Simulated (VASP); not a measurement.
Data:

```
CELL_PARAMETERS angstrom
      4.23315     0.00000     0.00000
      0.00000     4.23315     0.00000
      0.00000     0.00000     4.23315
ATOMIC_POSITIONS crystal
  K  0.00000 0.00000 0.00000
```

Calculation: PBEsol GGA, VASP's PBE PAW potentials (set 64) (plane waves; VASP 6.6.1). Numerical set-up: 400 eV cut-off, 8×8×8 Γ-centred mesh, first-order Methfessel-Paxton smearing of 0.10 eV, potentials K_sv.

Question: Estimate the energy per atom (σ→0), band gap (on the k-mesh) with the smallest direct gap where there is one.

Answer: 
- band gap (on the k-mesh): none (metal, semimetal or under 0.01 eV)
- energy per atom (σ→0): -99.5 kJ/mol of atoms

Total energies compare only between runs with the same potentials, cut-off and functional.

The structure was generated: K was put into the simple-cubic type (Pm-3m), which need not be its known phase. It was relaxed first, which changed the volume by -5 %. The start is the result of an earlier pass.
